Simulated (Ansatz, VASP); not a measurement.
**PbO in two plane-wave programs**

Aim: how closely do two programs agree when they are given the same cell, functional and k mesh? The cell is taken from a series of VASP runs on this material, whose earlier steps may have relaxed, scaled or displaced it; both programs get it as it stands. Valence electrons are named where the data sets of a main pair hold unlike numbers.

Program: Ansatz 0.2.0. Level of theory: plane waves, with VASP 6.6.1 beside it; band structure at HSE06 and band structure at PBE0. Results are calculated unless marked as measured.

### Step 1. The structure

Symmetry: P4/nmm, No. 129, tetragonal system. The conventional cell has a = 3.960 Å, b = 3.960 Å, c = 5.070 Å, α = 90.00°, β = 90.00°, γ = 90.00°. Pb has 4 O at 2.32 Å nearest. Nearest to O lie 4 Pb at 2.32 Å. Farther neighbours and most contacts between anions are not listed.

### Step 2. VASP: band structure, HSE06

Levels along a path test the potential and the projectors away from the mesh points.

Lines of VASP's logs that name or quote its potential files are left out, and so is its time.

The run reads the wave functions of an earlier VASP run, which isn't shown here.

INCAR reads:

```
SYSTEM = PbO
PREC = Accurate
ENCUT = 460
EDIFF = 1E-06
NELM = 100
ISMEAR = 0
SIGMA = 0.03
LREAL = .FALSE.
ALGO = Normal
LHFCALC = .TRUE.
AEXX = 0.25
GGA = PE
HFSCREEN = 0.2
LASPH = .TRUE.
NBANDS = 26
PRECFOCK = Fast
LORBIT = 11
LWAVE = .FALSE.
LCHARG = .FALSE.
KPAR = 4
```

POSCAR reads:

```
PbO
1.0
    3.9600000000      0.0000000000      0.0000000000
    0.0000000000      3.9600000000      0.0000000000
    0.0000000000      0.0000000000      5.0700000000
Pb O
2 2
Direct
    0.5000000000      0.0000000000      0.7614860000
    0.0000000000      0.5000000000      0.2385140000
    0.5000000000      0.5000000000      0.0000000000
    0.0000000000      0.0000000000      0.0000000000
```

KPOINTS reads:

```
Automatic mesh
0
Gamma
4 4 3
0 0 0
```

KPOINTS_OPT reads:

```
Line mode
10
Line-mode
Reciprocal
  0.00000000   0.00000000   0.00000000 GAMMA
  0.00000000   0.50000000   0.00000000 X

  0.00000000   0.50000000   0.00000000 X
  0.50000000   0.50000000   0.00000000 M

  0.50000000   0.50000000   0.00000000 M
  0.00000000   0.00000000   0.00000000 GAMMA

  0.00000000   0.00000000   0.00000000 GAMMA
  0.00000000   0.00000000   0.50000000 Z

  0.00000000   0.00000000   0.50000000 Z
  0.00000000   0.50000000   0.50000000 R

  0.00000000   0.50000000   0.50000000 R
  0.50000000   0.50000000   0.50000000 A

  0.50000000   0.50000000   0.50000000 A
  0.00000000   0.00000000   0.50000000 Z

  0.00000000   0.50000000   0.00000000 X
  0.00000000   0.50000000   0.50000000 R

  0.50000000   0.50000000   0.00000000 M
  0.50000000   0.50000000   0.50000000 A
```

PAW data sets: Pb_d and O (PBE family, release 64).

Command:

```bash
$ mpirun -np 4 vasp_std
```

Numbers of over 12 decimals in the logs are rounded to 6 here.

The log of the run:

```text
[banner, memory and clock lines left out]
running    4 mpi-ranks, on    1 nodes
 distrk:  each k-point on    1 cores,    4 groups
 distr:  one band on    1 cores,    1 groups

 POSCAR found type information on POSCAR PbO
 POSCAR found :  2 types and       4 ions
 LDA part: xc-table for (Slater+PW92), standard interpolation
 found WAVECAR, reading the header
 POSCAR, INCAR and KPOINTS ok, starting setup
 FFT: planning ... GRIDC
 FFT: planning ... GRID_SOFT
 FFT: planning ... GRID
 reading WAVECAR
 the WAVECAR file was read successfully
 initial charge from wavefunction
 entering main loop
       N       E                     dE             d eps       ncg     rms          rms(c)
DAV:   1    -0.265879682202E+02   -0.26588E+02   -0.25786E+00   764   0.194E+01    0.184E+00
DAV:   2    -0.265345060865E+02    0.53462E-01   -0.31017E-01   756   0.448E+00    0.838E-01
DAV:   3    -0.265342699746E+02    0.23611E-03   -0.11034E-01   852   0.250E+00    0.586E-01
DAV:   4    -0.265314812980E+02    0.27887E-02   -0.67807E-03   816   0.154E+00    0.293E-01
DAV:   5    -0.265311368169E+02    0.34448E-03   -0.55236E-03   922   0.691E-01    0.131E-01
DAV:   6    -0.265310249265E+02    0.11189E-03   -0.42681E-04   802   0.198E-01    0.749E-02
DAV:   7    -0.265310052845E+02    0.19642E-04   -0.21012E-04   888   0.106E-01    0.502E-02
DAV:   8    -0.265310092107E+02   -0.39262E-05   -0.22605E-05   756   0.463E-02    0.305E-02
DAV:   9    -0.265310104961E+02   -0.12854E-05   -0.12979E-05   812   0.311E-02    0.160E-02
DAV:  10    -0.265310128183E+02   -0.23221E-05   -0.26225E-06   634   0.147E-02    0.959E-03
DAV:  11    -0.265310141445E+02   -0.13262E-05   -0.75348E-07   392   0.760E-03    0.592E-03
DAV:  12    -0.265310151626E+02   -0.10182E-05   -0.34311E-07   330   0.495E-03    0.371E-03
DAV:  13    -0.265310155985E+02   -0.43592E-06   -0.11991E-07   338   0.395E-03
   1 F= -.26531016E+02 E0= -.26531016E+02  d E =-.134379E-12
 Start KPOINTS_OPT (optional k-point list driver)
k-point batch [1-12\90]
       N       E                     dE             ncg
DAV:   1     0.251485778720E+04   -0.39205E+04      624
DAV:   2    -0.288523872424E+04   -0.54001E+04      628
DAV:   3    -0.362874417794E+04   -0.74351E+03      796
DAV:   4    -0.368875125444E+04   -0.60007E+02      750
DAV:   5    -0.369060575661E+04   -0.18545E+01      864
DAV:   6    -0.369067472521E+04   -0.68969E-01      928
DAV:   7    -0.369067745472E+04   -0.27295E-02      920
DAV:   8    -0.369067752210E+04   -0.67386E-04      864
DAV:   9    -0.369067752291E+04   -0.81201E-06      608
[...]
k-point batch [85-90\90]
       N       E                     dE             ncg
DAV:   1     0.872585416159E+04   -0.69861E+04      312
DAV:   2     0.608085638599E+04   -0.26450E+04      338
DAV:   3     0.572887790686E+04   -0.35198E+03      376
DAV:   4     0.570166236449E+04   -0.27216E+02      368
DAV:   5     0.570066776655E+04   -0.99460E+00      382
DAV:   6     0.570063340238E+04   -0.34364E-01      450
DAV:   7     0.570063266974E+04   -0.73265E-03      392
DAV:   8     0.570063265927E+04   -0.10464E-04      412
DAV:   9     0.570063265911E+04   -0.15910E-06      258
```

OUTCAR, selected parts (step 2):

```text
ion  position               nearest neighbor table
   1  0.500  0.000  0.761-   3 2.32   4 2.32   3 2.32   4 2.32   2 3.70   2 3.70   2 3.70   2 3.70
                             2 3.86   2 3.86   2 3.86   2 3.86
   2  0.000  0.500  0.239-   3 2.32   4 2.32   4 2.32   3 2.32   1 3.70   1 3.70   1 3.70   1 3.70
                             1 3.86   1 3.86   1 3.86   1 3.86
   3  0.500  0.500  0.000-   1 2.32   2 2.32   1 2.32   2 2.32
   4  0.000  0.000  0.000-   1 2.32   2 2.32   2 2.32   1 2.32

  LATTYP: Found a simple tetragonal cell.
 ALAT       =     3.9600000000
 C/A-ratio  =     1.2803030303

 Subroutine GETGRP returns: Found 16 space group operations
 (whereof  8 operations were pure point group operations)

The static configuration has the point symmetry D_2d.
 The point group associated with its full space group is D_4h.

 Found     12 irreducible k-points:

   k-points           NKPTS =     12   k-points in BZ     NKDIM =     48   number of bands    NBANDS=     26

   dimension x,y,z NGX =    28 NGY =   28 NGZ =   36
   dimension x,y,z NGXF=    56 NGYF=   56 NGZF=   72

   ENCUT  =  460.0 eV  33.81 Ry    5.81 a.u.   6.93  6.93  8.87*2*pi/ulx,y,z

   NELECT =      40.0000    total number of electrons

 k-points in reciprocal lattice and weights: Automatic mesh
   0.00000000  0.00000000  0.00000000       0.021
   0.25000000  0.00000000  0.00000000       0.083
   0.50000000  0.00000000  0.00000000       0.042
   0.25000000  0.25000000  0.00000000       0.083
   0.50000000  0.25000000  0.00000000       0.083
   0.50000000  0.50000000  0.00000000       0.021
   0.00000000  0.00000000  0.33333333       0.042
   0.25000000  0.00000000  0.33333333       0.167
   0.50000000  0.00000000  0.33333333       0.083
   0.25000000  0.25000000  0.33333333       0.167
   0.50000000  0.25000000  0.33333333       0.167
   0.50000000  0.50000000  0.33333333       0.042

  exchange ACFDT corr.  =         0.00000000  see jH, gK, PRB 81, 115126

 average (electrostatic) potential at core
       1 -85.5014       2 -85.5014       3 -63.0305       4 -63.0305

 E-fermi :   4.8134

 k-point     1 :       0.0000    0.0000    0.0000
  band No.  band energies     occupation
    ...
     16      -0.2913      2.00000
     17       2.4090      2.00000
     18       2.5354      2.00000
     19       2.5354      2.00000
     20       4.6737      2.00000
     21       7.9173      0.00000
     22      11.1205      0.00000
     23      11.2196      0.00000
     24      11.2196      0.00000
     25      12.2978      0.00000
    ...

 k-point     2 :       0.2500    0.0000    0.0000
  band No.  band energies     occupation
    ...
     16       0.0970      2.00000
     17       1.6272      2.00000
     18       2.0885      2.00000
     19       2.2117      2.00000
     20       4.3359      2.00000
     21       9.0314      0.00000
     22       9.1089      0.00000
     23      11.1395      0.00000
     24      11.5883      0.00000
     25      12.1007      0.00000
    ...

 k-point     3 :       0.5000    0.0000    0.0000
  band No.  band energies     occupation
    ...
     16       0.8323      2.00000
     17       1.0636      2.00000
     18       1.0636      2.00000
     19       2.6515      2.00000
     20       2.6515      2.00000
     21       8.8330      0.00000
     22       8.8330      0.00000
     23      12.4255      0.00000
     24      12.4255      0.00000
     25      12.4373      0.00000
    ...

  energy-cutoff  :      460.00
  volume of cell :       79.51
      direct lattice vectors                 reciprocal lattice vectors
     3.960000000  0.000000000  0.000000000     0.252525253  0.000000000  0.000000000
     0.000000000  3.960000000  0.000000000     0.000000000  0.252525253  0.000000000
     0.000000000  0.000000000  5.070000000     0.000000000  0.000000000  0.197238659

 POSITION                                       TOTAL-FORCE (eV/Angst)
 -----------------------------------------------------------------------------------
      1.98000      0.00000      3.86073        -0.000000     -0.000000      0.520129
      0.00000      1.98000      1.20927        -0.000000      0.000000     -0.520129
      1.98000      1.98000      0.00000        -0.000000      0.000000      0.000000
      0.00000      0.00000      0.00000         0.000000      0.000000      0.000000
 -----------------------------------------------------------------------------------
    total drift:                                0.000000      0.000000     -0.000000

  FREE ENERGIE OF THE ION-ELECTRON SYSTEM (eV)
  ---------------------------------------------------
  free  energy   TOTEN  =       -26.5310155985 eV

  energy  without entropy=      -26.5310155985  energy(sigma->0) =      -26.53101560

 total charge
# of ion       s       p       d       tot
------------------------------------------
    1        1.385   0.606   9.884  11.874
    2        1.385   0.606   9.884  11.874
    3        1.587   3.429   0.000   5.016
    4        1.587   3.429   0.000   5.016
--------------------------------------------------
tot          5.943   8.070  19.767  33.780

[... 3 further parts left out ...]
```

The k-mesh is coarse for exact exchange; levels may shift by about 0.1 eV on a finer one. The PAW data sets were made with PBE, which is usual practice but a small mismatch for other functionals.

(Part 1 of 3 ends here.)

[Lines on the potential files, build, host, timing and source positions are cut from VASP's logs without a mark.]

[Logs are printed without paths, hosts, clocks, repeated set-up lines and the standing remarks that a program may print on its own settings, such as how far it seeks lower states.]

[Hosts, paths, dates, database ids (printed as entryN), source tags and the programs' standing remarks are cut or masked in the printed files.]
